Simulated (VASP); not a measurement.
```xyz
2
Lattice="0.0000 3.0600 3.0600 3.0600 0.0000 3.0600 3.0600 3.0600 0.0000" Properties=species:S:1:pos:R:3 pbc="T T T"
Pb     0.0000     0.0000     0.0000
Se     3.0600     3.0600     3.0600
```

The numbers are results of vdW-DF-cx, VASP's PBE PAW potentials (set 64) (plane waves; VASP), not measurements. Settings: 520 eV cut-off, Gaussian smearing of 0.050 eV, potentials Pb_d Se.

Unless said otherwise, spin-orbit coupling is left out, though it shifts the bands of the heavy elements here.

### Question
What does the run give for the band gap (along the path) with the smallest direct gap where there is one?

### Answer

```
Item                                   Result
------------------------------------  -------
band gap (along the path)             0.26 eV
smallest direct gap (along the path)  0.26 eV
```

Only differences to runs with the same potentials and settings are physical.

The compound is PbSe in the rock salt structure. The cell was not relaxed at this level.
